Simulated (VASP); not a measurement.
These are optB86b-vdW, VASP's PBE PAW potentials (set 64) (plane waves; VASP) values and carry that method's errors.

A VASP calculation is set up with these files.

File KPOINTS:
```
Automatic mesh
0
Gamma
13 13 13
0 0 0
```

### INCAR
```
SYSTEM  =  AuZn
PREC  =  Accurate; ENCUT  =  520; LREAL  =  .False.
LASPH  =  .True.
EDIFF  =  1E-7; NELM  =  100; ALGO  =  Normal
LMAXMIX  =  6
ISMEAR  =  -5
GGA  =  MK; LUSE_VDW  =  .True.; AGGAC  =  0.0
PARAM1  =  0.1234; PARAM2  =  1.0
ISIF  =  2
LWAVE  =  .False.; LCHARG  =  .True.; LORBIT  =  11
NEDOS  =  601
```

POSCAR:
```
AuZn
1.0
  3.1584971977   0.0000000000   0.0000000000
  0.0000000000   3.1584971977   0.0000000000
  0.0000000000   0.0000000000   3.1584971977
Zn Au
1 1
Cart
  1.5792485989   1.5792485989   1.5792485989
  0.0000000000   0.0000000000   0.0000000000
```

POTCAR, in this order: Zn Au (PBE.64 set). Program: vasp_std.

Output of the run:

OUTCAR:
```
 ion  position               nearest neighbor table
   1  0.500  0.500  0.500-   2 2.74   2 2.74   2 2.74   2 2.74   2 2.74   2 2.74   2 2.74   2 2.74
  LATTYP: Found a simple cubic cell.
 ALAT       =     3.1584971977
 Subroutine PRICEL returns:
 Original cell was already a primitive cell.
 Subroutine GETGRP returns: Found 48 space group operations
The static configuration has the point symmetry O_h .
The dynamic configuration has the point symmetry O_h .
 Subroutine INISYM returns: Found 48 space group operations
 Subroutine IBZKPT returns following result:
 Found     84 irreducible k-points:

 Following reciprocal coordinates:
            Coordinates               Weight
  0.000000  0.000000  0.000000      1.000000
  0.076923  0.000000  0.000000      6.000000
  0.153846  0.000000  0.000000      6.000000
  0.230769  0.000000  0.000000      6.000000
  0.307692  0.000000  0.000000      6.000000
  0.384615  0.000000  0.000000      6.000000
  0.461538  0.000000  0.000000      6.000000
  0.076923  0.076923  0.000000     12.000000
  0.153846  0.076923  0.000000     24.000000
  0.230769  0.076923  0.000000     24.000000
...
```

File OSZICAR:
```
       N       E                     dE             d eps       ncg     rms          rms(c)
DAV:   1     0.133990243775E+03    0.13399E+03   -0.11836E+04  2576   0.199E+03
DAV:   2     0.444280479482E+01   -0.12955E+03   -0.12584E+03  2604   0.345E+02
DAV:   3     0.255650915116E+00   -0.41872E+01   -0.41766E+01  3087   0.715E+01
DAV:   4     0.229089598352E+00   -0.26561E-01   -0.26548E-01  2870   0.494E+00
DAV:   5     0.228796048152E+00   -0.29355E-03   -0.29361E-03  3101   0.532E-01    0.828E+00
DAV:   6     0.668254479596E+00    0.43946E+00   -0.15617E+00  2590   0.148E+01    0.519E+00
DAV:   7     0.692905416478E+00    0.24651E-01   -0.35006E-02  3413   0.431E+00    0.279E+00
DAV:   8     0.701109765846E+00    0.82043E-02   -0.10246E-02  2969   0.121E+00    0.139E-01
DAV:   9     0.701083044424E+00   -0.26721E-04   -0.37303E-04  2869   0.249E-01    0.711E-02
DAV:  10     0.701070364365E+00   -0.12680E-04   -0.53024E-05  3142   0.137E-01    0.172E-02
DAV:  11     0.701071678178E+00    0.13138E-05   -0.14491E-05  2926   0.101E-01    0.415E-03
DAV:  12     0.701071684033E+00    0.58553E-08   -0.37134E-07  2898   0.151E-02
   1 F= 0.70107168E+00 E0= 0.70107168E+00  d E =0.000000E+00
```

File OUTCAR:
```
------------------------ aborting loop because EDIFF is reached ----------------------------------------
  FORCE on cell =-STRESS in cart. coord.  units (eV):
  Direction    XX          YY          ZZ          XY          YZ          ZX
  --------------------------------------------------------------------------------------
  Total        0.0055909      0.0055909      0.0055909     -0.0000000      0.0000000     -0.0000000
  in kB        0.2842836      0.2842836      0.2842836     -0.0000000      0.0000000     -0.0000000
  external PRESSURE =       0.2842836 kB  Pullay stress =       0.0000000 kB
  volume of cell :       31.51
      direct lattice vectors                 reciprocal lattice vectors
     3.158497198  0.000000000  0.000000000     0.316606265  0.000000000  0.000000000
     0.000000000  3.158497198  0.000000000     0.000000000  0.316606265  0.000000000
     0.000000000  0.000000000  3.158497198     0.000000000  0.000000000  0.316606265
 POSITION                                       TOTAL-FORCE (eV/Angst)
 -----------------------------------------------------------------------------------
      1.57925      1.57925      1.57925         0.000000      0.000000      0.000000
      0.00000      0.00000      0.00000         0.000000      0.000000      0.000000
 -----------------------------------------------------------------------------------
    total drift:                                0.000000      0.000000     -0.000000
  FREE ENERGIE OF THE ION-ELECTRON SYSTEM (eV)
  ---------------------------------------------------
  free  energy   TOTEN  =         0.7010716840 eV

  energy  without entropy=        0.7010716840  energy(sigma->0) =        0.70107168

 total charge

# of ion       s       p       d       tot
------------------------------------------
    1        0.530   0.442   9.774  10.745
    2        0.622   0.384   8.713   9.718
--------------------------------------------------
tot          1.152   0.825  18.487  20.464
```
(Selected blocks of OUTCAR.)

For a metal the tetrahedron method with Blöchl corrections gives inexact stress and forces.

The compound is AuZn in the CsCl type structure. It was relaxed first. The electron count is odd and the run is not spin-polarised, which forces a metal.
